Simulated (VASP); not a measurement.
Input:

```xyz
2
Lattice="1.8005 -3.1185 0.0000 1.8005 3.1185 0.0000 0.0000 0.0000 5.5442" Properties=species:S:1:pos:R:3 pbc="T T T"
Y      1.8005     1.0395     1.3860
Y      1.8005    -1.0395     4.1581
```

All values below come from PBEsol GGA, VASP's PBE PAW potentials (set 64) (plane waves; VASP). Numerical set-up: 400 eV cut-off, 13×13×8 Γ-centred mesh, tetrahedra with Blöchl corrections, potentials Y_sv.

Problem. The job: Y (hcp), 2 atoms, PBEsol, static run, 400 eV, 13×13×8 Γ-centred mesh. Roughly how much core time does it take on a busy server core?

Solution. About 40 core-seconds (one run on a shared machine, a rough figure). It had 105 irreducible k-points, 15 bands, up to 1146 plane waves and 14 electronic steps.

The compound is Y in the hcp structure. It was relaxed first, which changed the volume by -6 %.
